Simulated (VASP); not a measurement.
An input for Quantum ESPRESSO's pw.x (written as the equivalent of a VASP run, and not itself run):

```
&CONTROL
  calculation = 'vc-relax'
  pseudo_dir = './pseudo'
  outdir = './out'
  tprnfor = .true.
  tstress = .true.
  nstep = 60
  forc_conv_thr = 0.00078
/
&SYSTEM
  ibrav = 0
  nat = 3
  ntyp = 2
  ecutwfc = 102
  occupations = 'smearing'
  smearing = 'gaussian'
  degauss = 0.003675
  input_dft = 'pz'
/
&ELECTRONS
  conv_thr = 7.3e-08
  electron_maxstep = 100
/
&IONS
/
&CELL
/
ATOMIC_SPECIES
  Cd 112.414 Cd.upf
  I 126.904 I.upf
CELL_PARAMETERS angstrom
     4.1926565    0.0000000    0.0000000
    -2.0963282    3.6309473   -0.0000000
     0.0000000   -0.0000000    6.7680544
ATOMIC_POSITIONS crystal
  Cd   1.0000000  0.0000000  0.0000000
  I    0.3333330  0.6666670  0.2484074
  I    0.6666670  0.3333330  0.7515926
K_POINTS automatic
  6 6 3 0 0 0
```

### Question
Write the VASP files for the same calculation (LDA).

### Answer
One answer among several that fit: 
### INCAR
```
SYSTEM  =  CdI2
PREC  =  Accurate; ENCUT  =  480; LREAL  =  .FALSE.
LASPH  =  .TRUE.
EDIFF  =  1E-6; NELM  =  100; ALGO  =  Normal
LMAXMIX  =  4
ISMEAR  =  0; SIGMA  =  0.05
IBRION  =  2; NSW  =  60; ISIF  =  3
EDIFFG  =  -0.02
LWAVE  =  .FALSE.; LCHARG  =  .FALSE.
```

File POSCAR:
```
CdI2
1
    4.1926564696     0.0000000000     0.0000000000
   -2.0963282348     3.6309472903    -0.0000000000
    0.0000000000    -0.0000000000     6.7680543657
Cd I
1 2
Direct
  1.0000000000   0.0000000000   0.0000000000
  0.3333330000   0.6666670000   0.2484073714
  0.6666670000   0.3333330000   0.7515926286
```

**KPOINTS**
```
Automatic mesh
0
Gamma
6 6 3
0 0 0
```

POTCAR, in this order: Cd I (LDA.64 set). Program: vasp_std.

What does not carry over: the potentials are each code's own (VASP's PAW set, PseudoDojo norm-conserving files in pw.x), so ENCUT and ecutwfc are chosen apart and not converted; conv_thr bounds pw.x's estimated SCF error, while EDIFF bounds the energy change between steps; forc_conv_thr acts on force components and is met together with etot_conv_thr.

The compound is CdI2 in the 1T layered structure. This run relaxes it. Symmetry was kept, so distortions that lower it aren't found. The start is the result of an earlier pass.
